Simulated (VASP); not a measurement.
Input:

```yaml
crystal:
  lattice:
    - [3.91713, 0.00000, 0.00000]
    - [0.00000, 3.91713, 0.00000]
    - [0.00000, 0.00000, 3.91713]
  atoms:
    - { symbol: K, position: [0.00000, 0.00000, 0.00000] }
    - { symbol: Zn, position: [0.50000, 0.50000, 0.50000] }
    - { symbol: F, position: [0.50000, 0.00000, 0.50000] }
    - { symbol: F, position: [0.00000, 0.50000, 0.50000] }
    - { symbol: F, position: [0.50000, 0.50000, 0.00000] }
```

Method: LDA (Ceperley-Alder, Perdew-Zunger), VASP's LDA PAW potentials (set 64) (plane waves; VASP). Settings: 620 eV cut-off, 6×6×6 Γ-centred mesh, Gaussian smearing of 0.050 eV, potentials K_sv Zn F.

Question: Predict the energy per atom (σ→0), pressure, band gap (on the k-mesh) with the smallest direct gap where there is one.

Answer: 
```
Property                                     Result
-----------------------------------  --------------
band gap (on the k-mesh)                    3.87 eV
smallest direct gap (on the k-mesh)         6.28 eV
energy per atom (σ→0)                -4.612 eV/atom
pressure                                  50.7 kbar
```

The absolute energy has meaning only against runs of the same code, potentials and settings.

The compound is KZnF3 in the cubic perovskite structure. It was relaxed first under an external pressure of 5 GPa.
